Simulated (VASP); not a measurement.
Method: PBEsol GGA, VASP's PBE PAW potentials (set 64) (plane waves; VASP 6.6.1).

Input for VASP

### KPOINTS
```
Automatic mesh
0
Gamma
5 5 6
0 0 0
```

### INCAR
```
SYSTEM = PdAu3
PREC = Accurate; ENCUT = 300; LREAL = F
LASPH = T
EDIFF = 1E-6; NELM = 100; ALGO = Normal
LMAXMIX = 6
ISMEAR = 0; SIGMA = 0.05
GGA = PS
ISIF = 2
LWAVE = F; LCHARG = F
```

### POSCAR
```
PdAu3
4.9444450
 -0.4151325376   0.4151325376   0.8095246281
  0.4151325376  -0.4151325376   0.8095246281
  0.4151325376   0.4151325376  -0.8095246281
Pd Au
1 3
Direct
 -0.0306080000   0.0036940000  -0.0135890000
  0.7670960000   0.2285060000   0.4929120000
  0.2608740000   0.7677480000   0.5268250000
  0.5026380000   0.5000530000  -0.0061480000
```

POTCAR, in this order: Pd Au (PBE.64 set). Program: vasp_std.

Output

### OUTCAR
```
 ion  position               nearest neighbor table
   1  0.969  0.004  0.986-   3 2.73   2 2.73   4 2.80   2 2.80   4 2.88   3 2.89   2 2.93   4 2.93
                             3 2.93   3 2.93   4 3.01   2 3.03
   2  0.767  0.229  0.493-   1 2.73   3 2.77   4 2.80   1 2.80   3 2.81   4 2.83   4 2.91   1 2.93
                             4 2.94   3 3.00   1 3.03   3 3.04
   3  0.261  0.768  0.527-   1 2.73   2 2.77   2 2.81   4 2.81   4 2.83   4 2.88   1 2.89   1 2.93
                             1 2.93   4 2.95   2 3.00   2 3.04
   4  0.503  0.500  0.994-   2 2.80   1 2.80   3 2.81   3 2.83   2 2.83   3 2.88   1 2.88   2 2.91
                             1 2.93   2 2.94   3 2.95   1 3.01
  LATTYP: Found a body centered tetragonal cell.
 ALAT       =     4.1052000000
 C/A-ratio  =     1.9500389750
 Subroutine PRICEL returns:
 Original cell was already a primitive cell.
 Subroutine GETGRP returns: Found  1 space group operations
The static configuration has the point symmetry C_1 .
The dynamic configuration has the point symmetry C_1 .
 Subroutine INISYM returns: Found  1 space group operations
 Subroutine IBZKPT returns following result:
 Found     76 irreducible k-points:

 Following reciprocal coordinates:
            Coordinates               Weight
  0.000000  0.000000  0.000000      1.000000
  0.200000 -0.000000 -0.000000      2.000000
  0.400000 -0.000000  0.000000      2.000000
 -0.000000  0.200000 -0.000000      2.000000
  0.200000  0.200000  0.000000      2.000000
  0.400000  0.200000  0.000000      2.000000
 -0.400000  0.200000 -0.000000      2.000000
 -0.200000  0.200000  0.000000      2.000000
 -0.000000  0.400000  0.000000      2.000000
  0.200000  0.400000  0.000000      2.000000
  0.400000  0.400000  0.000000      2.000000
 -0.400000  0.400000  0.000000      2.000000
 -0.200000  0.400000  0.000000      2.000000
  0.000000  0.000000  0.166667      2.000000
  0.200000  0.000000  0.166667      2.000000
  0.400000 -0.000000  0.166667      2.000000
 -0.400000  0.000000  0.166667      2.000000
...
```

**OSZICAR**
```
       N       E                     dE             d eps       ncg     rms          rms(c)
DAV:   1     0.194222072096E+03    0.19422E+03   -0.15840E+04  3904   0.104E+03
DAV:   2    -0.149208001081E+02   -0.20914E+03   -0.20419E+03  4539   0.272E+02
DAV:   3    -0.195046556202E+02   -0.45839E+01   -0.45404E+01  4000   0.416E+01
DAV:   4    -0.195545128293E+02   -0.49857E-01   -0.49785E-01  4212   0.437E+00
DAV:   5    -0.195552232056E+02   -0.71038E-03   -0.71022E-03  4153   0.517E-01    0.173E+01
DAV:   6    -0.182059435763E+02    0.13493E+01   -0.80713E+00  3945   0.321E+01    0.130E+01
DAV:   7    -0.180669429243E+02    0.13900E+00   -0.51121E+00  3845   0.185E+01    0.696E+00
DAV:   8    -0.179071946839E+02    0.15975E+00   -0.70496E-01  3876   0.110E+01    0.361E+00
DAV:   9    -0.179076861252E+02   -0.49144E-03   -0.52577E-02  4052   0.170E+00    0.618E-01
DAV:  10    -0.179025912103E+02    0.50949E-02   -0.38812E-02  3877   0.190E+00    0.131E-01
DAV:  11    -0.179025237116E+02    0.67499E-04   -0.92064E-04  3907   0.299E-01    0.772E-02
DAV:  12    -0.179024773486E+02    0.46363E-04   -0.10799E-04  3967   0.939E-02    0.301E-02
DAV:  13    -0.179024702703E+02    0.70783E-05   -0.44195E-05  3930   0.594E-02    0.456E-03
DAV:  14    -0.179024705764E+02   -0.30606E-06   -0.15009E-06  1994   0.129E-02
   1 F= -.17902471E+02 E0= -.17900628E+02  d E =-.368450E-02
```

OUTCAR:
```
------------------------ aborting loop because EDIFF is reached ----------------------------------------
  FORCE on cell =-STRESS in cart. coord.  units (eV):
  Direction    XX          YY          ZZ          XY          YZ          ZX
  --------------------------------------------------------------------------------------
  Total       -2.0584986     -1.8776258     -1.5523372     -0.1175076      0.0527510      0.0688486
  in kB      -48.8927997    -44.5967665    -36.8706158     -2.7910037      1.2529257      1.6352703
  external PRESSURE =     -43.4533940 kB  Pullay stress =       0.0000000 kB
  volume of cell :       67.46
      direct lattice vectors                 reciprocal lattice vectors
    -2.052600000  2.052600000  4.002650000     0.000000000  0.243593491  0.124917242
     2.052600000 -2.052600000  4.002650000     0.243593491  0.000000000  0.124917242
     2.052600000  2.052600000 -4.002650000     0.243593491  0.243593491  0.000000000
 POSITION                                       TOTAL-FORCE (eV/Angst)
 -----------------------------------------------------------------------------------
      0.04252      4.00690     -0.05334        -0.440124      0.723017      0.432984
     -0.09376      2.11726      2.01209         0.978463     -0.347840     -0.100275
      2.12177      0.04095      2.00852        -0.679496     -0.318130     -0.204082
      2.03467      2.04529      0.03538         0.141156     -0.057047     -0.128627
 -----------------------------------------------------------------------------------
    total drift:                                0.000117     -0.000178      0.000010
  FREE ENERGIE OF THE ION-ELECTRON SYSTEM (eV)
  ---------------------------------------------------
  free  energy   TOTEN  =       -17.9024705764 eV

  energy  without entropy=      -17.8987860727  energy(sigma->0) =      -17.90062832
```
(Selected blocks of OUTCAR.)

At this cut-off the stress carries a Pulay error, which pulls relaxed volumes low.

The structure comes from a computed database's PdAu3 entry; how it stands against other phases isn't given here. The cell was not relaxed at this level, atoms are displaced from their ideal sites. The k-mesh is coarse (spacing up to 0.36 per Å, 2π included), so the numbers may not be converged in it. The electron count is odd and the run is not spin-polarised, which forces a metal.
